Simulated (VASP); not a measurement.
Input for VASP

**POSCAR**
```
Cs
1
   -3.0500000000     3.0500000000     3.0500000000
    3.0500000000    -3.0500000000     3.0500000000
    3.0500000000     3.0500000000    -3.0500000000
Cs
1
Direct
  0.0000000000   0.0000000000   0.0000000000
```

### KPOINTS
```
Automatic mesh
0
Gamma
8 8 8
0 0 0
```

INCAR:
```
ISIF = 2   # forces and stress, cell fixed
GGA = PE
ENCUT = 400   # plane-wave cut-off (eV)
ALGO = Normal   # blocked Davidson
NELM = 100
LWAVE = .False.
PREC = Accurate
LREAL = .False.   # projection in real space or not
IVDW = 13   # D4
LASPH = .True.   # aspherical one-centre terms
ISMEAR = 1   # Methfessel-Paxton
SYSTEM = Cs
LCHARG = .False.
LMAXMIX = 4   # l cut-off of mixed one-centre charges
SIGMA = 0.1   # width (eV)
EDIFF = 1E-6
```

POTCAR, in this order: Cs_sv (PBE.64 set). Program: vasp_std.

### Question
Write an equivalent input for Ansatz.

### Answer
One equivalent input (not run):
Ansatz 0.2 input:
```yaml
crystal:
  lattice:
    - [-3.0500000, 3.0500000, 3.0500000]
    - [3.0500000, -3.0500000, 3.0500000]
    - [3.0500000, 3.0500000, -3.0500000]
  atoms:
    - { symbol: Cs, position: [0.0000000, 0.0000000, 0.0000000] }
kpoints:
  mp_grid: { grid: [8, 8, 8] }
hamiltonian:
  xc: pbe
  dispersion: d4
  pseudopotentials: { kind: paw }
scf:
  occupations: { method: methfessel_paxton, width: 0.1 }
  max_iter: 100
output: { forces: true, stress: true, eigenvalues: true }
```
What does not carry over: each code has its own PAW files, so the cut-off isn't converted (ENCUT is set for VASP's; basis.ecutwfc is left out, and Ansatz then takes the one that its files recommend); Ansatz stops its SCF on the density residual and VASP on the energy change (EDIFF).

The compound is Cs in the bcc structure. The cell was not relaxed at this level. The run is one of a series of settings (IVDW = 13 against the base run), some of them coarse on purpose.
